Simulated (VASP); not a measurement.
# WAu (F-43m) in VASP: a series of runs, part 2 of 2

VASP 6.6.1. The steps go on from the part before.

**3. Band structure, PBEsol, spin-orbit coupling, no magnetisation**

File INCAR:

```
SYSTEM = WAu
  PREC = Accurate
  ENCUT = 520
  EDIFF = 1E-6
  ISMEAR = -1
  SIGMA = 0.05
  LREAL = .False.
  LASPH = .True.
  NELM = 60
  ALGO = Normal
  ISIF = 2
  LWAVE = .False.
  LCHARG = .False.
  MAGMOM = 0 0 0 0 0 0
  LORBIT = 11
  LSORBIT = .True.
  GGA_COMPAT = .False.
  LMAXMIX = 4
  GGA = PS
  NBANDS = 37
```

File KPOINTS:

```
Automatic mesh
0
Gamma
  6 6 6
  0 0 0
```

File POSCAR:

```
WAu
1.0
    0.0000000000      2.9092100000      2.9092100000
    2.9092100000      0.0000000000      2.9092100000
    2.9092100000      2.9092100000      0.0000000000
W Au
1 1
Direct
    0.0000000000      0.0000000000      0.0000000000
    0.7500000000      0.7500000000      0.7500000000
```

File KPOINTS_OPT:

```
path GXWKGLUWLK,UX
10
line-mode
reciprocal
 0.0000000000  0.0000000000  0.0000000000  G
 0.5000000000  0.0000000000  0.5000000000  X

 0.5000000000  0.0000000000  0.5000000000  X
 0.5000000000  0.2500000000  0.7500000000  W

 0.5000000000  0.2500000000  0.7500000000  W
 0.3750000000  0.3750000000  0.7500000000  K

 0.3750000000  0.3750000000  0.7500000000  K
 0.0000000000  0.0000000000  0.0000000000  G

 0.0000000000  0.0000000000  0.0000000000  G
 0.5000000000  0.5000000000  0.5000000000  L

 0.5000000000  0.5000000000  0.5000000000  L
 0.6250000000  0.2500000000  0.6250000000  U

 0.6250000000  0.2500000000  0.6250000000  U
 0.5000000000  0.2500000000  0.7500000000  W

 0.5000000000  0.2500000000  0.7500000000  W
 0.5000000000  0.5000000000  0.5000000000  L

 0.5000000000  0.5000000000  0.5000000000  L
 0.3750000000  0.3750000000  0.7500000000  K

 0.6250000000  0.2500000000  0.6250000000  U
 0.5000000000  0.0000000000  0.5000000000  X
```

Potentials or basis: VASP PAW PBE potentials, release 64 (W_sv, Au).

On the command line:

```console
cat potpaw_PBE.64/W_sv/POTCAR potpaw_PBE.64/Au/POTCAR > POTCAR
mpirun -np 1 vasp_ncl > vasp.out
```

OUTCAR:

```text
SYSTEM = WAu
   PREC = Accurate
   ENCUT = 520
   EDIFF = 1E-6
   ISMEAR = -1
   LREAL = .False.
   LASPH = .True.
   NELM = 60
   ISIF = 2
   LORBIT = 11
   LSORBIT = .True.
   GGA = PS

 ion  position               nearest neighbor table
   1  0.000  0.000  0.000-   2 2.52   2 2.52   2 2.52   2 2.52
   2  0.750  0.750  0.750-   1 2.52   1 2.52   1 2.52   1 2.52

  LATTYP: Found a face centered cubic cell.
 ALAT       =     5.8184200000

  Lattice vectors:

 A1 = (   0.0000000000,   2.9092100000,   2.9092100000)
 A2 = (   2.9092100000,   0.0000000000,   2.9092100000)
 A3 = (   2.9092100000,   2.9092100000,   0.0000000000)

Analysis of symmetry for initial positions (statically):
=====================================================================
 Subroutine PRICEL returns:
 Original cell was already a primitive cell.

 Routine SETGRP: Setting up the symmetry group for a
 face centered cubic supercell.

 Subroutine GETGRP returns: Found 24 space group operations
 (whereof 24 operations were pure point group operations)
 out of a pool of 48 trial point group operations.
[... 1112 lines left out ...]
     0.0000000     0.0000000     0.0000000     0.0000000     0.0000000     0.0000000     0.0000000
     0.0000000     0.0000000     0.0000000     0.0000000     0.0000000     0.0000000     0.0000000
     0.0000000     0.0000000     0.0000000     0.0000000     0.0000000     0.0000000     0.0000000
     0.0000000     0.0000000     0.0000000     0.0000000     0.0000000     0.0000000     0.0000000
     0.0000000     0.0000000     0.0000000     0.0000000     0.0000000     0.0000000     0.0000000
     0.0000000     0.0000000     0.0000000     0.0000000     0.0000000     0.0000000     0.0000000

 Ion:    2  E_soc:     -0.7684328
 l=   1
     0.0000000    -0.0549414    -0.0549414
    -0.0549414     0.0000000    -0.0549414
    -0.0549414    -0.0549414     0.0000000
 l=   2
     0.0000000    -0.0167560     0.0000000    -0.0167560    -0.0563748
    -0.0167560     0.0000000    -0.0422811    -0.0167560    -0.0140937
     0.0000000    -0.0422811     0.0000000    -0.0422811     0.0000000
    -0.0167560    -0.0167560    -0.0422811     0.0000000    -0.0140937
    -0.0563748    -0.0140937     0.0000000    -0.0140937     0.0000000
 l=   3
     0.0000000     0.0000000     0.0000000     0.0000000     0.0000000     0.0000000     0.0000000
     0.0000000     0.0000000     0.0000000     0.0000000     0.0000000     0.0000000     0.0000000
     0.0000000     0.0000000     0.0000000     0.0000000     0.0000000     0.0000000     0.0000000
     0.0000000     0.0000000     0.0000000     0.0000000     0.0000000     0.0000000     0.0000000
     0.0000000     0.0000000     0.0000000     0.0000000     0.0000000     0.0000000     0.0000000
     0.0000000     0.0000000     0.0000000     0.0000000     0.0000000     0.0000000     0.0000000
     0.0000000     0.0000000     0.0000000     0.0000000     0.0000000     0.0000000     0.0000000

 total charge

# of ion       s       p       d       tot
------------------------------------------
    1        2.404   6.164   3.277  11.845
    2        0.845   0.626   8.443   9.915
--------------------------------------------------
tot          3.249   6.790  11.720  21.759

 magnetization (x)

# of ion       s       p       d       tot
------------------------------------------
    1        0.000  -0.000   0.000  -0.000
    2        0.000   0.000  -0.000  -0.000
--------------------------------------------------
tot          0.000   0.000  -0.000  -0.000

 magnetization (y)

# of ion       s       p       d       tot
------------------------------------------
    1        0.000  -0.000   0.000  -0.000
    2       -0.000   0.000   0.000   0.000
--------------------------------------------------
tot         -0.000  -0.000   0.000   0.000

 magnetization (z)

# of ion       s       p       d       tot
------------------------------------------
    1       -0.000  -0.000   0.000  -0.000
    2       -0.000   0.000   0.000   0.000
--------------------------------------------------
tot         -0.000  -0.000   0.000   0.000
```

OSZICAR:

```text
N       E                     dE             d eps       ncg     rms          rms(c)
DAV:   1     0.233041007358E+03    0.23304E+03   -0.13036E+04  1700   0.138E+03
DAV:   2    -0.662675113313E+01   -0.23967E+03   -0.22867E+03  1833   0.397E+02
DAV:   3    -0.162868351334E+02   -0.96601E+01   -0.93545E+01  1824   0.790E+01
[... 51 lines left out ...]
       N       E                     dE             ncg
DAV:   1     0.653958736351E+04   -0.10994E+05      928
DAV:   2     0.365031042661E+04   -0.28893E+04     1032
DAV:   3     0.353840551264E+04   -0.11190E+03      933
DAV:   4     0.353644125108E+04   -0.19643E+01      948
DAV:   5     0.353639377944E+04   -0.47472E-01      961
DAV:   6     0.353639179069E+04   -0.19887E-02      989
DAV:   7     0.353639168521E+04   -0.10548E-03      987
DAV:   8     0.353639168024E+04   -0.49710E-05      826
DAV:   9     0.353639167992E+04   -0.31710E-06      653
```

Run time: 1.7 min. Hardware: 1 thread of Intel Xeon 6975P-C (Granite Rapids), shared host; peak memory 0.33 GiB.

Results:

```yaml
Free_energy: -14.8792 eV
Pressure: -4.9 GPa
Valence_electrons_inside_the_program's_atomic_spheres: W 11.85; Au 9.91
```

Caveat: the PAW data sets were made with another functional, which shifts forces and pressure a little.

**4. Band structure, PBEsol**

POSCAR is that of step 3.

File INCAR.step1:

```
PREC = Accurate
ENCUT = 520
EDIFF = 1E-6
ISMEAR = -1
SIGMA = 0.05
LREAL = F
LASPH = T
NELM = 60
ALGO = Normal
ISIF = 2
LWAVE = F
LCHARG = T
LMAXMIX = 4
GGA = PS
NBANDS = 20
```

File KPOINTS.step1:

```
regular mesh
0
Monkhorst-Pack
  6 6 6
```

File INCAR.step2:

```
PREC = Accurate
ENCUT = 520
EDIFF = 1E-6
ISMEAR = 0
SIGMA = 0.05
LREAL = F
LASPH = T
NELM = 60
ALGO = Normal
ISIF = 2
LWAVE = F
LCHARG = F
LMAXMIX = 4
GGA = PS
NBANDS = 20
ICHARG = 11
```

File KPOINTS.step2:

```
path GXWKGLUWLK,UX
10
line-mode
reciprocal
 0.0000000000  0.0000000000  0.0000000000  G
 0.5000000000  0.0000000000  0.5000000000  X

 0.5000000000  0.0000000000  0.5000000000  X
 0.5000000000  0.2500000000  0.7500000000  W

 0.5000000000  0.2500000000  0.7500000000  W
 0.3750000000  0.3750000000  0.7500000000  K

 0.3750000000  0.3750000000  0.7500000000  K
 0.0000000000  0.0000000000  0.0000000000  G

 0.0000000000  0.0000000000  0.0000000000  G
 0.5000000000  0.5000000000  0.5000000000  L

 0.5000000000  0.5000000000  0.5000000000  L
 0.6250000000  0.2500000000  0.6250000000  U

 0.6250000000  0.2500000000  0.6250000000  U
 0.5000000000  0.2500000000  0.7500000000  W

 0.5000000000  0.2500000000  0.7500000000  W
 0.5000000000  0.5000000000  0.5000000000  L

 0.5000000000  0.5000000000  0.5000000000  L
 0.3750000000  0.3750000000  0.7500000000  K

 0.6250000000  0.2500000000  0.6250000000  U
 0.5000000000  0.0000000000  0.5000000000  X
```

On the command line:

```console
cat potpaw_PBE.64/W_sv/POTCAR potpaw_PBE.64/Au/POTCAR > POTCAR
cp INCAR.step1 INCAR
cp KPOINTS.step1 KPOINTS
mpirun -np 1 vasp_std > vasp.out
cp INCAR.step2 INCAR
cp KPOINTS.step2 KPOINTS
mpirun -np 1 vasp_std > vasp.out
```

It took 23 s on 1 thread of Intel Xeon 6975P-C (Granite Rapids), shared host; peak memory 0.24 GiB.

The run converged. Its results:

```
Band gap along the path : none (metal or under the smearing width)
```

Levels at the corners of the path, in eV from the Fermi level:
| point | band 10 | band 11 | band 12 | band 13 | band 14 | band 15 |
| --- | --- | --- | --- | --- | --- | --- |
| Γ | -5.61 | -0.74 | -0.74 | -0.74 | 1.53 | 1.53 |
| X | -4.01 | -2.78 | 0.37 | 1.23 | 1.45 | 1.45 |
| X | -4.01 | -2.78 | 0.37 | 1.23 | 1.45 | 1.45 |
| W | -4.08 | -1.46 | -1.11 | 0.96 | 1.54 | 1.88 |
| W | -4.08 | -1.46 | -1.11 | 0.96 | 1.54 | 1.88 |
| K | -4.15 | -1.98 | -0.15 | 0.43 | 1.24 | 1.58 |
| K | -4.15 | -1.98 | -0.15 | 0.43 | 1.24 | 1.58 |
| Γ | -5.61 | -0.74 | -0.74 | -0.74 | 1.53 | 1.53 |
| Γ | -5.61 | -0.74 | -0.74 | -0.74 | 1.53 | 1.53 |
| L | -4.98 | -1.87 | -0.26 | -0.26 | 1.35 | 1.35 |
| L | -4.98 | -1.87 | -0.26 | -0.26 | 1.35 | 1.35 |
| U | -4.15 | -1.98 | -0.15 | 0.43 | 1.24 | 1.58 |
| U | -4.15 | -1.98 | -0.15 | 0.43 | 1.24 | 1.58 |
| W | -4.08 | -1.46 | -1.11 | 0.96 | 1.54 | 1.88 |
| W | -4.08 | -1.46 | -1.11 | 0.96 | 1.54 | 1.88 |
| L | -4.98 | -1.87 | -0.26 | -0.26 | 1.35 | 1.35 |
| L | -4.98 | -1.87 | -0.26 | -0.26 | 1.35 | 1.35 |
| K | -4.15 | -1.98 | -0.15 | 0.43 | 1.24 | 1.58 |
| U | -4.15 | -1.98 | -0.15 | 0.43 | 1.24 | 1.58 |
| X | -4.01 | -2.78 | 0.37 | 1.23 | 1.45 | 1.45 |

Caveat: the log is that of the step along the path at fixed density, whose energy, stress, charges and moments have no meaning; the PAW data sets were made with another functional, which shifts forces and pressure a little; spin-orbit coupling is left out, which moves the levels of the heavy elements.

**5. Summary**

```tsv
spin	monkhorst-Pack mesh	other keys	pressure (GPa)
off	-	-	-4.8
SOC, no magnetisation	-	-	-4.9
off	yes	shifted = yes	-
```

Alike in all rows: task band structure; level PBEsol; potentials or basis VASP PAW PBE potentials, release 64 (W_sv, Au); cell as given; k mesh 6 × 6 × 6; cutoff (eV) 520; smearing fermi-dirac 0.05 eV.

Caveats: the PAW data sets were made with another functional, which shifts forces and pressure a little; spin-orbit coupling is left out, which moves the levels of the heavy elements (some runs).

Absolute energies hang on the potentials; compare differences alone.
